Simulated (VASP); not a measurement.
Input:

```
Tc
1.0
    1.36362    -2.36186     0.00000
    1.36362     2.36186     0.00000
    0.00000     0.00000     4.38053
Tc
2
Direct
  0.33333   0.66667   0.25000
  0.66667   0.33333   0.75000
```

Computed with MS2 meta-GGA, VASP's PBE PAW potentials (set 64) (plane waves; VASP 6.6.1). Settings: 520 eV cut-off, 17×17×9 Γ-centred mesh, tetrahedra with Blöchl corrections, potentials Tc_pv.

Problem. Give the energies of bands 7 to 16 at the high-symmetry points, in eV from the Fermi level.

Solution. 
| band | Γ | M | K | A | L | H |
|---|---|---|---|---|---|---|
| 7 | -7.54 | -5.56 | -4.94 | -5.57 | -5.50 | -3.96 |
| 8 | -5.61 | -4.91 | -3.50 | -5.57 | -5.50 | -3.96 |
| 9 | -1.59 | -4.75 | -3.50 | -1.98 | -3.83 | -3.42 |
| 10 | -1.59 | -1.94 | -3.03 | -1.98 | -3.83 | -3.42 |
| 11 | -1.54 | -1.19 | -1.95 | -1.72 | 0.17 | -1.86 |
| 12 | -0.85 | -1.02 | -1.95 | -1.72 | 0.17 | -1.86 |
| 13 | -0.84 | -0.53 | -0.04 | -1.72 | 1.41 | -0.08 |
| 14 | -0.09 | 3.08 | 2.41 | -1.72 | 1.41 | -0.08 |
| 15 | -0.09 | 3.48 | 2.41 | 1.97 | 3.35 | 2.73 |
| 16 | 1.55 | 3.53 | 2.83 | 1.97 | 3.35 | 2.73 |

It has no gap at this level: it comes out as a metal or semimetal.

The compound is Tc in the hcp structure. It was relaxed first.
